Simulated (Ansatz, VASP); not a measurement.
# GaAs: VASP beside Ansatz

Aim: how closely do two programs agree when they are given the same cell, functional and k mesh? The cell is taken from a series of runs on this material, whose earlier steps may have relaxed, scaled, displaced or heated it; both programs get it as it stands.

Calculated with Ansatz 0.2.0; plane waves, with VASP 6.6.1 beside it; zone-centre phonons at LDA.

**1. The starting structure**

Symmetry: F-43m, No. 216, cubic system. Conventional cell: a = 5.450 Å, b = 5.450 Å, c = 5.450 Å, α = 90.00°, β = 90.00°, γ = 90.00°. Nearest to Ga lie 4 As at 2.36 Å. Nearest to As lie 4 Ga at 2.36 Å. Farther neighbours are not listed.

**2. VASP: zone-centre phonons, LDA, pair 1**

Second derivatives magnify differences that forces hide, and they need a tight electronic threshold.

Lines of VASP's logs that name or quote its potential files are left out, and so is its time.

File INCAR:

```
SYSTEM = GaAs
PREC = Accurate
ENCUT = 500
EDIFF = 1E-08
NELM = 120
ISMEAR = 0
SIGMA = 0.01
LREAL = .FALSE.
ALGO = Normal
GGA = CA
NBANDS = 15
LORBIT = 11
LWAVE = .FALSE.
LCHARG = .FALSE.
ISIF = 2
IBRION = 8
LEPSILON = .TRUE.
LASPH = .TRUE.
GGA_COMPAT = .FALSE.
EFERMI = MIDGAP
KPAR = 2
```

File POSCAR:

```
GaAs
1.0
    0.0000000000      2.7247688567      2.7247688567
    2.7247688567      0.0000000000      2.7247688567
    2.7247688567      2.7247688567      0.0000000000
Ga As
1 1
Direct
    0.0000000000      0.0000000000      0.0000000000
    0.7500000000      0.7500000000      0.7500000000
```

File KPOINTS:

```
Automatic mesh
0
Gamma
12 12 12
0 0 0
```

The projector-augmented-wave data sets are Ga_d and As (LDA family, release 64).

The run is started by

```sh
$ mpirun -np 2 vasp_std
```

Numbers of over 12 decimals in the logs are rounded to 6 here.

The program printed:

```text
[banner, memory and clock lines left out]
running    2 mpi-ranks, on    1 nodes
 distrk:  each k-point on    1 cores,    2 groups
 distr:  one band on    1 cores,    1 groups

 POSCAR found type information on POSCAR GaAs
 POSCAR found :  2 types and       2 ions
 LDA part: xc-table for (Slater(with rela. corr.)+CA(PZ))
 , standard interpolation
 POSCAR, INCAR and KPOINTS ok, starting setup
 FFT: planning ... GRIDC
 FFT: planning ... GRID_SOFT
 FFT: planning ... GRID
 WAVECAR not read
 entering main loop
       N       E                     dE             d eps       ncg     rms          rms(c)
DAV:   1     0.814922500664E+02    0.81492E+02   -0.89713E+03  2248   0.169E+03
DAV:   2    -0.362288389291E+01   -0.85115E+02   -0.81393E+02  2433   0.315E+02
DAV:   3    -0.973532270052E+01   -0.61124E+01   -0.60909E+01  2671   0.683E+01
DAV:   4    -0.982418150928E+01   -0.88859E-01   -0.88844E-01  2615   0.908E+00
DAV:   5    -0.982537057467E+01   -0.11891E-02   -0.11891E-02  2790   0.936E-01    0.340E+00
DAV:   6    -0.961188960891E+01    0.21348E+00   -0.23809E-01  3387   0.978E+00    0.201E+00
DAV:   7    -0.955987630733E+01    0.52013E-01   -0.82744E-02  3006   0.238E+00    0.538E-01
DAV:   8    -0.955692741105E+01    0.29489E-02   -0.10296E-02  2650   0.120E+00    0.147E-01
DAV:   9    -0.955686660703E+01    0.60804E-04   -0.77845E-04  2709   0.319E-01    0.394E-02
DAV:  10    -0.955686707306E+01   -0.46603E-06   -0.50375E-05  3369   0.966E-02    0.205E-02
DAV:  11    -0.955687139061E+01   -0.43176E-05   -0.75763E-06  2496   0.420E-02    0.357E-03
DAV:  12    -0.955687125410E+01    0.13651E-06   -0.60258E-07  3122   0.121E-02    0.253E-03
DAV:  13    -0.955687125198E+01    0.21228E-08   -0.63236E-08  2793   0.250E-03
   1 F= -.95568713E+01 E0= -.95568713E+01  d E =0.000000E+00
 Linear response reoptimize wavefunctions to high precision
DAV:   1    -0.955687125209E+01   -0.11732E-09   -0.21905E-09  2420   0.371E-04
DAV:   2    -0.955687125206E+01    0.30923E-10   -0.50214E-11  1535   0.643E-05
 Linear response G [H, r] |phi>, progress :
  Direction:   1
       N       E                     dE             d eps       ncg     rms
RMM:   1    -0.435725219504E+02   -0.43573E+02    0.21455E+02  2522   0.242E+02
RMM:   2    -0.539867752049E+02   -0.10414E+02   -0.38001E+01  4412   0.369E+01
RMM:   3    -0.545792425648E+02   -0.59247E+00   -0.20003E+00  4321   0.860E+00
RMM:   4    -0.546659845973E+02   -0.86742E-01   -0.42235E-01  4671   0.252E+00
RMM:   5    -0.546449229392E+02    0.21062E-01   -0.51615E-02  4598   0.580E-01
RMM:   6    -0.546424357673E+02    0.24872E-02   -0.14892E-02  4735   0.186E-01
RMM:   7    -0.546416855850E+02    0.75018E-03   -0.65080E-03  4769   0.610E-02
RMM:   8    -0.546411789664E+02    0.50662E-03   -0.12998E-03  4822   0.245E-02
RMM:   9    -0.546411445254E+02    0.34441E-04   -0.93340E-04  4771   0.108E-02
RMM:  10    -0.546410963446E+02    0.48181E-04   -0.44724E-04  4605   0.550E-03
RMM:  11    -0.546410812302E+02    0.15114E-04   -0.29472E-04  3982   0.330E-03
RMM:  12    -0.546410647744E+02    0.16456E-04   -0.12720E-04  3396   0.242E-03
RMM:  13    -0.546410649111E+02   -0.13667E-06   -0.12943E-04  2811   0.210E-03
RMM:  14    -0.546410637476E+02    0.11635E-05   -0.11932E-04  2525   0.193E-03
RMM:  15    -0.546410636214E+02    0.12613E-06   -0.11783E-04  2392   0.189E-03
RMM:  16    -0.546410630838E+02    0.53767E-06   -0.11069E-04  2310   0.181E-03
RMM:  17    -0.546410632085E+02   -0.12477E-06   -0.10812E-04  2222   0.183E-03
 Linear response G [H, r] |phi>, progress :
  Direction:   2
       N       E                     dE             d eps       ncg     rms
RMM:   1    -0.426307053367E+02   -0.42631E+02    0.18822E+02  2546   0.242E+02
RMM:   2    -0.561741719611E+02   -0.13543E+02   -0.31138E+01  4378   0.360E+01
RMM:   3    -0.572372720389E+02   -0.10631E+01   -0.17742E+00  4298   0.841E+00
RMM:   4    -0.573316975222E+02   -0.94425E-01   -0.45262E-01  4608   0.243E+00
RMM:   5    -0.573063610853E+02    0.25336E-01   -0.49974E-02  4570   0.567E-01
RMM:   6    -0.573039347035E+02    0.24264E-02   -0.13752E-02  4692   0.174E-01
RMM:   7    -0.573032678153E+02    0.66689E-03   -0.62677E-03  4705   0.557E-02
RMM:   8    -0.573027440796E+02    0.52374E-03   -0.91720E-04  4773   0.217E-02
RMM:   9    -0.573027090166E+02    0.35063E-04   -0.55085E-04  4693   0.931E-03
RMM:  10    -0.573026618737E+02    0.47143E-04   -0.76176E-05  4536   0.457E-03
RMM:  11    -0.573026455005E+02    0.16373E-04    0.88122E-05  3945   0.261E-03
RMM:  12    -0.573026529432E+02   -0.74426E-05    0.13802E-05  3447   0.183E-03
RMM:  13    -0.573026461243E+02    0.68189E-05    0.82037E-05  2724   0.147E-03
RMM:  14    -0.573026506844E+02   -0.45602E-05    0.36436E-05  2428   0.135E-03
RMM:  15    -0.573026509000E+02   -0.21555E-06    0.34209E-05  2319   0.126E-03
RMM:  16    -0.573026514787E+02   -0.57867E-06    0.27951E-05  2227   0.125E-03
[...]
N       E                     dE             d eps       ncg     rms          rms(c)
RMM:   1    -0.166429933569E+00   -0.16643E+00    0.78206E+00  2331   0.962E+00
RMM:   2    -0.176180643551E+01   -0.15954E+01   -0.35387E-02  4183   0.195E+00
RMM:   3    -0.177152619777E+01   -0.97198E-02   -0.25754E-02  4532   0.546E-01
RMM:   4    -0.177197076019E+01   -0.44456E-03   -0.75539E-04  4603   0.112E-01
[...]
RMM:  12    -0.136636403768E+01   -0.10407E-06   -0.59601E-08 11240   0.146E-04    0.765E-06
 change of polarisation eV/A/(eV/A) component  1 :     2.593     0.798     0.420
 dielectric tensor                  component  1 :    12.598     3.571     1.880
 Linear response to external field, progress :
  Direction:   2
       N       E                     dE             d eps       ncg     rms          rms(c)
RMM:   1    -0.144871409243E+00   -0.14487E+00    0.58938E+00  9034   0.857E+00
RMM:   2    -0.136451126401E+01   -0.12196E+01   -0.39215E-02 16221   0.179E+00    0.146E+00
RMM:   3    -0.132942022593E+01    0.35091E-01   -0.29009E-02 16667   0.999E-01    0.858E-01
RMM:   4    -0.135958037626E+01   -0.30160E-01   -0.30692E-02 16691   0.107E+00    0.111E-01
RMM:   5    -0.136253471086E+01   -0.29543E-02   -0.21436E-03 16624   0.299E-01    0.306E-02
RMM:   6    -0.136632621105E+01   -0.37915E-02   -0.19587E-04 17206   0.955E-02    0.161E-02
RMM:   7    -0.136614034771E+01    0.18586E-03   -0.16388E-05 16755   0.320E-02    0.277E-03
RMM:   8    -0.136640387882E+01   -0.26353E-03   -0.49043E-06 17271   0.991E-03    0.671E-04
RMM:   9    -0.136638178541E+01    0.22093E-04   -0.16695E-06 17921   0.315E-03    0.386E-04
RMM:  10    -0.136637248186E+01    0.93035E-05   -0.25970E-07 17396   0.101E-03    0.122E-04
RMM:  11    -0.136636501902E+01    0.74628E-05   -0.19127E-07 17558   0.389E-04    0.123E-05
RMM:  12    -0.136636511551E+01   -0.96487E-07   -0.23833E-08 11255   0.145E-04    0.763E-06
 change of polarisation eV/A/(eV/A) component  2 :     0.709     2.593     0.430
 dielectric tensor                  component  2 :     3.169    12.598     1.925
 Linear response to external field, progress :
  Direction:   3
       N       E                     dE             d eps       ncg     rms          rms(c)
RMM:   1    -0.143753367420E+00   -0.14375E+00    0.59050E+00  9033   0.857E+00
RMM:   2    -0.136442838754E+01   -0.12207E+01   -0.39654E-02 16214   0.180E+00    0.146E+00
RMM:   3    -0.132942703728E+01    0.35001E-01   -0.29129E-02 16672   0.100E+00    0.858E-01
RMM:   4    -0.135960843654E+01   -0.30181E-01   -0.30754E-02 16692   0.107E+00    0.111E-01
RMM:   5    -0.136251389404E+01   -0.29055E-02   -0.21235E-03 16620   0.299E-01    0.308E-02
RMM:   6    -0.136632538192E+01   -0.38115E-02   -0.19361E-04 17202   0.957E-02    0.161E-02
RMM:   7    -0.136613998504E+01    0.18540E-03   -0.14567E-05 16760   0.320E-02    0.276E-03
RMM:   8    -0.136640443621E+01   -0.26445E-03   -0.58070E-06 17274   0.990E-03    0.671E-04
RMM:   9    -0.136638215130E+01    0.22285E-04   -0.15801E-06 17934   0.315E-03    0.385E-04
RMM:  10    -0.136637275500E+01    0.93963E-05   -0.27613E-07 17399   0.101E-03    0.122E-04
RMM:  11    -0.136636528361E+01    0.74714E-05   -0.20406E-07 17577   0.389E-04    0.123E-05
RMM:  12    -0.136636539094E+01   -0.10733E-06    0.33257E-09 11262   0.146E-04    0.760E-06
 change of polarisation eV/A/(eV/A) component  3 :     0.591     0.628     2.593
 dielectric tensor                  component  3 :     2.643     2.807    12.598
 Linear response DOF=           2
 Linear response progress:
  Degree of freedom:   1/  2
       N       E                     dE             d eps       ncg     rms          rms(c)
RMM:   1    -0.167546454660E+00   -0.16755E+00    0.13280E-01 10652   0.883E+00
RMM:   2    -0.165407546836E+00    0.21389E-02   -0.25399E-02 16094   0.140E+00    0.480E-02
RMM:   3    -0.165795114513E+00   -0.38757E-03   -0.37307E-03 16800   0.414E-01    0.309E-02
RMM:   4    -0.165687260754E+00    0.10785E-03   -0.14637E-03 17748   0.166E-01    0.887E-03
RMM:   5    -0.165685471486E+00    0.17893E-05   -0.93987E-05 17428   0.391E-02    0.327E-03
RMM:   6    -0.165688500464E+00   -0.30290E-05   -0.33195E-05 17379   0.136E-02    0.410E-04
RMM:   7    -0.165685003467E+00    0.34970E-05   -0.15739E-05 17336   0.550E-03    0.241E-04
RMM:   8    -0.165684408480E+00    0.59499E-06   -0.60846E-06 17599   0.231E-03    0.632E-05
RMM:   9    -0.165684576942E+00   -0.16846E-06   -0.33443E-06 17363   0.966E-04    0.192E-05
RMM:  10    -0.165684376979E+00    0.19996E-06   -0.16556E-06 17653   0.435E-04    0.102E-05
RMM:  11    -0.165684176297E+00    0.20068E-06   -0.11236E-06 17097   0.205E-04    0.367E-06
RMM:  12    -0.165684162387E+00    0.13910E-07   -0.72206E-07 17478   0.108E-04    0.979E-07
RMM:  13    -0.165684140596E+00    0.21791E-07   -0.41205E-07 17397   0.633E-05    0.344E-07
RMM:  14    -0.165684126696E+00    0.13899E-07   -0.26641E-07 13861   0.415E-05    0.213E-07
RMM:  15    -0.165684115563E+00    0.11133E-07   -0.14139E-07 12104   0.320E-05    0.425E-08
 first order change of Fermi-energy   0.11033E+01
 force on displaced ion       1 direction 1 : -11.920   0.000   0.000
 Born effective charge ion    1 direction 1 :   1.887   0.000   0.000
 Linear response progress:
  Degree of freedom:   2/  2
       N       E                     dE             d eps       ncg     rms          rms(c)
RMM:   1    -0.451797425914E-01   -0.45180E-01    0.59486E-02 18823   0.168E+00
RMM:   2    -0.443539522499E-01    0.82579E-03   -0.48234E-03 15116   0.472E-01    0.880E-02
RMM:   3    -0.443693183231E-01   -0.15366E-04   -0.52866E-04 16692   0.146E-01    0.482E-02
RMM:   4    -0.445691867808E-01   -0.19987E-03   -0.10343E-04 16702   0.632E-02    0.468E-03
RMM:   5    -0.445680789994E-01    0.11078E-05   -0.10052E-05 17293   0.183E-02    0.261E-03
RMM:   6    -0.445545098329E-01    0.13569E-04   -0.60734E-07 16743   0.556E-03    0.830E-04
RMM:   7    -0.445543003241E-01    0.20951E-06   -0.11823E-07 17055   0.193E-03    0.365E-04
RMM:   8    -0.445526868741E-01    0.16135E-05   -0.11193E-07 17062   0.712E-04    0.364E-05
RMM:   9    -0.445526958696E-01   -0.89956E-08   -0.19326E-07 17467   0.246E-04    0.146E-05
RMM:  10    -0.445526243290E-01    0.71541E-07   -0.18789E-07 17044   0.990E-05    0.436E-06
RMM:  11    -0.445526281202E-01   -0.37911E-08   -0.25074E-07 16921   0.431E-05    0.137E-06
RMM:  12    -0.445526228620E-01    0.52582E-08   -0.24912E-07 14834   0.231E-05    0.645E-07
RMM:  13    -0.445526197667E-01    0.30953E-08   -0.24742E-07  9528   0.152E-05    0.230E-07
RMM:  14    -0.445526187631E-01    0.10035E-08   -0.24566E-07  7234   0.125E-05    0.630E-08
 first order change of Fermi-energy  -0.11031E+01
 force on displaced ion       2 direction 1 : -11.882   0.000   0.000
 Born effective charge ion    2 direction 1 :  -1.921   0.000   0.000
 Born effective charges drift removed
 Linear response finished
```

OUTCAR, selected parts (step 2):

```text
ion  position               nearest neighbor table
   1  0.000  0.000  0.000-   2 2.36   2 2.36   2 2.36   2 2.36
   2  0.750  0.750  0.750-   1 2.36   1 2.36   1 2.36   1 2.36

  LATTYP: Found a face centered cubic cell.
 ALAT       =     5.4495377134

 Subroutine GETGRP returns: Found 24 space group operations
 (whereof 24 operations were pure point group operations)

The static configuration has the point symmetry T_d .

 Found     72 irreducible k-points:

   k-points           NKPTS =     72   k-points in BZ     NKDIM =     72   number of bands    NBANDS=     15

   dimension x,y,z NGX =    28 NGY =   28 NGZ =   28
   dimension x,y,z NGXF=    56 NGYF=   56 NGZF=   56

   ENCUT  =  500.0 eV  36.75 Ry    6.06 a.u.   7.03  7.03  7.03*2*pi/ulx,y,z

   NELECT =      18.0000    total number of electrons

 k-points in reciprocal lattice and weights: Automatic mesh
   0.00000000  0.00000000  0.00000000       0.001
   0.08333333  0.00000000  0.00000000       0.005
   0.16666667  0.00000000  0.00000000       0.005
   0.25000000  0.00000000  0.00000000       0.005
   0.33333333  0.00000000  0.00000000       0.005
   0.41666667  0.00000000  0.00000000       0.005
   0.50000000  0.00000000  0.00000000       0.002
   0.08333333  0.08333333  0.00000000       0.003
   0.16666667  0.08333333  0.00000000       0.014
[...]
-0.33333333  0.50000000  0.16666667       0.007
  -0.25000000  0.50000000  0.25000000       0.003

 average (electrostatic) potential at core
       1 -66.5944       2 -52.7885

  Total        2.0134065      2.0134065      2.0134065      0.0000000      0.0000000      0.0000000
  in kB       79.7302382     79.7302382     79.7302382      0.0000000      0.0000000      0.0000000
  external PRESSURE =      79.7302382 kB  Pullay stress =       0.0000000 kB

  energy-cutoff  :      500.00
  volume of cell :       40.46
      direct lattice vectors                 reciprocal lattice vectors
     0.000000000  2.724768857  2.724768857    -0.183501804  0.183501804  0.183501804
     2.724768857  0.000000000  2.724768857     0.183501804 -0.183501804  0.183501804
     2.724768857  2.724768857  0.000000000     0.183501804  0.183501804 -0.183501804

 POSITION                                       TOTAL-FORCE (eV/Angst)
 -----------------------------------------------------------------------------------
      0.00000      0.00000      0.00000         0.000000      0.000000      0.000000
      4.08715      4.08715      4.08715        -0.000000     -0.000000     -0.000000
 -----------------------------------------------------------------------------------
    total drift:                               -0.000001     -0.000001     -0.000001

 MACROSCOPIC STATIC DIELECTRIC TENSOR (including local field effects in DFT)
 ------------------------------------------------------
          12.598444     0.000000     0.000000
           0.000000    12.598444     0.000000
           0.000000    -0.000000    12.598444
 ------------------------------------------------------

 PIEZOELECTRIC TENSOR (including local field effects)  for field in x, y, z        (C/m^2)
          XX          YY          ZZ          XY          YZ          ZX
  --------------------------------------------------------------------------------
  x    -0.00000     0.00000    -0.00000     0.00000     0.73123     0.00000
  y    -0.00000    -0.00000     0.00000     0.00000     0.00000     0.73123
  z     0.00000     0.00000    -0.00000     0.73123     0.00000     0.00000

 BORN EFFECTIVE CHARGES (including local field effects) (in |e|, cummulative output)
 ---------------------------------------------------------------------------------
 ion    1
    1     1.90710     0.00000     0.00000
    2    -0.00000     1.90710     0.00000
    3     0.00000    -0.00000     1.90710
 ion    2
    1    -1.90710    -0.00000     0.00000
    2     0.00000    -1.90710    -0.00000
    3    -0.00000     0.00000    -1.90710

 Eigenvectors and eigenvalues of the dynamical matrix
 ----------------------------------------------------

   1 f  =    8.974603 THz    56.389096 2PiTHz  299.360543 cm-1    37.115960 meV
             X         Y         Z           dx          dy          dz
      0.000000  0.000000  0.000000     0.000000    0.720260    0.000000
      4.087153  4.087153  4.087153     0.000000   -0.693704    0.000000

   2 f  =    8.974603 THz    56.389096 2PiTHz  299.360543 cm-1    37.115960 meV
             X         Y         Z           dx          dy          dz
      0.000000  0.000000  0.000000     0.720260    0.000000    0.000000
      4.087153  4.087153  4.087153    -0.693704    0.000000    0.000000

   3 f  =    8.974603 THz    56.389096 2PiTHz  299.360543 cm-1    37.115960 meV
             X         Y         Z           dx          dy          dz
      0.000000  0.000000  0.000000     0.000000    0.000000    0.720260
      4.087153  4.087153  4.087153     0.000000    0.000000   -0.693704

   4 f/i=    0.007208 THz     0.045288 2PiTHz    0.240427 cm-1     0.029809 meV
             X         Y         Z           dx          dy          dz
      0.000000  0.000000  0.000000    -0.693704    0.000000    0.000000
      4.087153  4.087153  4.087153    -0.720260    0.000000    0.000000

   5 f/i=    0.007208 THz     0.045288 2PiTHz    0.240427 cm-1     0.029809 meV
             X         Y         Z           dx          dy          dz
      0.000000  0.000000  0.000000     0.000000   -0.693704    0.000000
      4.087153  4.087153  4.087153     0.000000   -0.720260    0.000000

   6 f/i=    0.007208 THz     0.045288 2PiTHz    0.240427 cm-1     0.029809 meV
             X         Y         Z           dx          dy          dz
      0.000000  0.000000  0.000000     0.000000    0.000000   -0.693704
      4.087153  4.087153  4.087153     0.000000    0.000000   -0.720260

 MACROSCOPIC STATIC DIELECTRIC TENSOR IONIC CONTRIBUTION
 ------------------------------------------------------
           1.366806    -0.000000     0.000000
          -0.000000     1.366806     0.000000
           0.000000     0.000000     1.366806
 ------------------------------------------------------

 ELASTIC MODULI CONTR FROM IONIC RELAXATION (kBar)
 Direction    XX          YY          ZZ          XY          YZ          ZX
 --------------------------------------------------------------------------------
 XX          -0.0000     -0.0000     -0.0000     -0.0000      0.0000      0.0000
 YY          -0.0000     -0.0000     -0.0000     -0.0000     -0.0000      0.0000
 ZZ          -0.0000     -0.0000     -0.0000      0.0000     -0.0000      0.0000
 XY          -0.0000     -0.0000      0.0000   -402.4389      0.0000      0.0000
 YZ           0.0000     -0.0000     -0.0000      0.0000   -402.4389      0.0000
 ZX           0.0000      0.0000      0.0000      0.0000      0.0000   -402.4389
 --------------------------------------------------------------------------------

 PIEZOELECTRIC TENSOR IONIC CONTR  for field in x, y, z        (C/m^2)
          XX          YY          ZZ          XY          YZ          ZX
  --------------------------------------------------------------------------------
  x     0.00000    -0.00000    -0.00000     0.00000    -0.69787    -0.00000
  y     0.00000     0.00000     0.00000    -0.00000     0.00000    -0.69787
  z    -0.00000    -0.00000    -0.00000    -0.69787    -0.00000     0.00000
```

The dielectric response converges more slowly with the mesh than energies do, so tensor and charges may still move on a finer one.

(Part 1 of 2 ends here.)

[Lines on the potential files, build, host, timing and source positions are cut from VASP's logs without a mark.]

[Logs are printed without paths, hosts, clocks, repeated set-up lines and the standing remarks that a program may print on its own settings, such as how far it seeks lower states.]

[Hosts, paths, dates, database ids (printed as entryN), source tags and the programs' standing remarks are cut or masked in the printed files.]
